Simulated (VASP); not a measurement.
Given:

```
CELL_PARAMETERS angstrom
      2.80965     0.00000     0.00000
      0.00000     2.80965     0.00000
      0.00000     0.00000     3.85727
ATOMIC_POSITIONS crystal
  Fe 0.00000 0.00000 0.00000
  Pt 0.50000 0.50000 0.50000
```
Starting moments (μB, in the order of the record's atoms Fe Pt): 2.9 0.3.

Calculation: vdW-DF2, VASP's PBE PAW potentials (set 64) (plane waves; VASP). Settings: 520 eV cut-off, 12×12×9 Γ-centred mesh, first-order Methfessel-Paxton smearing of 0.10 eV, potentials Fe Pt.

Unless said otherwise, spin-orbit coupling is left out, though it shifts the bands of the heavy elements here.

**Question.** Predict the cell moment, energy per atom (σ→0), band gap (on the k-mesh) with the smallest direct gap where there is one.

**Answer.** 
band gap (on the k-mesh): none (metal, semimetal or under 0.01 eV)
cell moment: 3.26 μB
energy per atom (σ→0): -3.956 eV/atom

**Question.** Give the moment on each site (PAW-sphere projection).

**Answer.** 
| site | moment (μB) |
|---|---|
| Fe1 | 2.92 |
| Pt2 | 0.34 |

The absolute energy has meaning only against runs of the same code, potentials and settings.

The compound is FePt in the L1_0 structure. It was relaxed first, which changed the volume by +11 %. The start is the result of an earlier pass.
